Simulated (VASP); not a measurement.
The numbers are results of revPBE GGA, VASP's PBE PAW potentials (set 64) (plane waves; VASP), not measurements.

VASP input:

KPOINTS:
```
k-points along high-symmetry lines
15
Line-mode
Reciprocal
  0.000000   0.000000   0.000000 ! GAMMA
  0.500000   0.000000   0.500000 ! X

  0.500000   0.000000   0.500000 ! X
  0.625000   0.250000   0.625000 ! U

  0.375000   0.375000   0.750000 ! K
  0.000000   0.000000   0.000000 ! GAMMA

  0.000000   0.000000   0.000000 ! GAMMA
  0.500000   0.500000   0.500000 ! L

  0.500000   0.500000   0.500000 ! L
  0.500000   0.250000   0.750000 ! W

  0.500000   0.250000   0.750000 ! W
  0.500000   0.000000   0.500000 ! X
```

### INCAR
```
SYSTEM = LiH
PREC = Accurate
ENCUT = 520
EDIFF = 1E-7
NELM = 100
ALGO = Normal
LREAL = .FALSE.
LASPH = .TRUE.
ISMEAR = 0
SIGMA = 0.05
GGA = RE
LWAVE = .FALSE.
LCHARG = .FALSE.
LORBIT = 11
ICHARG = 11
```

POSCAR:
```
LiH
1
    0.0000000000     2.0273911683     2.0273911683
    2.0273911683     0.0000000000     2.0273911683
    2.0273911683     2.0273911683    -0.0000000000
Li H
1 1
Direct
  0.0000000000   0.0000000000   0.0000000000
  0.5000000000   0.5000000000   0.5000000000
```

POTCAR, in this order: Li_sv H (PBE.64 set). Program: vasp_std. Read from the step before: CHGCAR.

Output

### OUTCAR
```
 ion  position               nearest neighbor table
   1  0.000  0.000  0.000-
   2  0.500  0.500  0.500-
  LATTYP: Found a face centered cubic cell.
 ALAT       =     4.0547823366
 Subroutine PRICEL returns:
 Original cell was already a primitive cell.
 Subroutine GETGRP returns: Found 48 space group operations
The static configuration has the point symmetry O_h .
The dynamic configuration has the point symmetry O_h .
 Subroutine INISYM returns: Found 48 space group operations
   k-points           NKPTS =     90   k-points in BZ     NKDIM =     90   number of bands    NBANDS=      6
   number of dos      NEDOS =    301   number of ions     NIONS =      2
   total plane-waves  NPLWV =  13824
   dimension x,y,z NGX =    24 NGY =   24 NGZ =   24
   dimension x,y,z NGXF=    48 NGYF=   48 NGZF=   48
   ions per type =               1   1
   PREC   = accura    normal or accurate (medium, high low for compatibility)
   ISTART =      0    job   : 0-new  1-cont  2-samecut
   ICHARG =     11    charge: 1-file 2-atom 10-const
   ISPIN  =      1    spin polarized calculation?
   LNONCOLLINEAR =      F non collinear calculations
   LSORBIT =      F    spin-orbit coupling
   INIWAV =      1    electr: 0-lowe 1-rand  2-diag
   ENCUT  =  520.0 eV  38.22 Ry    6.18 a.u.   5.33  5.33  5.33*2*pi/ulx,y,z
   NELM   =    100;   NELMIN=  2; NELMDL= -5     # of ELM steps
   EDIFF  = 0.1E-06   stopping-criterion for ELM
   LREAL  =      F    real-space projection
   NLSPLINE    = F    spline interpolate recip. space projectors
   LMAXMIX     =    2 max onsite mixed and CHGCAR
   VOSKOWN=      0    Vosko Wilk Nusair interpolation
   EDIFFG = 0.1E-05   stopping-criterion for IOM
   NSW    =      0    number of steps for IOM
   NBLOCK =      1;   KBLOCK =      1    inner block; outer block
   IBRION =     -1    ionic relax: 0-MD 1-quasi-New 2-CG
   NFREE  =      0    steps in history (QN), initial steepest desc. (CG)
   ISIF   =      2    stress and relaxation
   ISYM   =      2    0-nonsym 1-usesym 2-fastsym
   TEIN   =    0.0    initial temperature
   TEBEG  =    0.0;   TEEND  =   0.0 temperature during run
...
```

**OSZICAR**
```
       N       E                     dE             d eps       ncg     rms          rms(c)
DAV:   1    -0.128413130127E+01   -0.12841E+01   -0.15177E+03  1116   0.617E+02
DAV:   2    -0.556540702962E+01   -0.42813E+01   -0.41279E+01  1524   0.628E+01
DAV:   3    -0.565934163032E+01   -0.93935E-01   -0.93935E-01  1302   0.834E+00
DAV:   4    -0.566116735642E+01   -0.18257E-02   -0.18257E-02  1494   0.942E-01
DAV:   5    -0.566118152805E+01   -0.14172E-04   -0.14172E-04  1296   0.559E-02
DAV:   6    -0.566118170609E+01   -0.17804E-06   -0.17804E-06  1458   0.481E-03
DAV:   7    -0.566118171066E+01   -0.45710E-08   -0.45711E-08  1044   0.490E-04
   1 F= -.56611817E+01 E0= -.56611817E+01  d E =-.361208E-21
```

### OUTCAR
```
 val. band max:       -0.0274971346   @ k =   0.5000   0.0000   0.5000

 cond. band min:       3.1158336912   @ k =   0.5000   0.0000   0.5000



 k-point     1 :       0.0000    0.0000    0.0000
  band No.  band energies     occupation
      1     -44.4806      2.00000
      2      -5.2856      2.00000
      3      15.6644      0.00000
      4      17.7822      0.00000
      5      17.7822      0.00000
      6      17.7822      0.00000

 k-point     2 :       0.0357    0.0000    0.0357
  band No.  band energies     occupation
      1     -44.4799      2.00000
      2      -5.2556      2.00000
      3      15.4627      0.00000
      4      17.4886      0.00000
      5      17.4886      0.00000
      6      17.9556      0.00000

 k-point     3 :       0.0714    0.0000    0.0714
  band No.  band energies     occupation
      1     -44.4778      2.00000
      2      -5.1653      2.00000
      3      14.9719      0.00000
      4      16.8025      0.00000
      5      16.8025      0.00000
      6      18.3141      0.00000

 k-point     4 :       0.1071    0.0000    0.1071
  band No.  band energies     occupation
      1     -44.4747      2.00000
      2      -5.0144      2.00000
      3      14.3160      0.00000
      4      15.9818      0.00000
      5      15.9818      0.00000
      6      18.5976      0.00000

 k-point     5 :       0.1429    0.0000    0.1429
  band No.  band energies     occupation
      1     -44.4707      2.00000
      2      -4.8016      2.00000
      3      13.5156      0.00000
      4      15.1507      0.00000
      5      15.1507      0.00000
      6      18.4741      0.00000

 k-point     6 :       0.1786    0.0000    0.1786
  band No.  band energies     occupation
      1     -44.4658      2.00000
      2      -4.5250      2.00000
      3      12.5611      0.00000
      4      14.3603      0.00000
      5      14.3603      0.00000
      6      17.5967      0.00000

...
```

The density is held fixed in this step, so its total energy and stress have no physical meaning.

The compound is LiH in the rock salt structure. It was relaxed first.
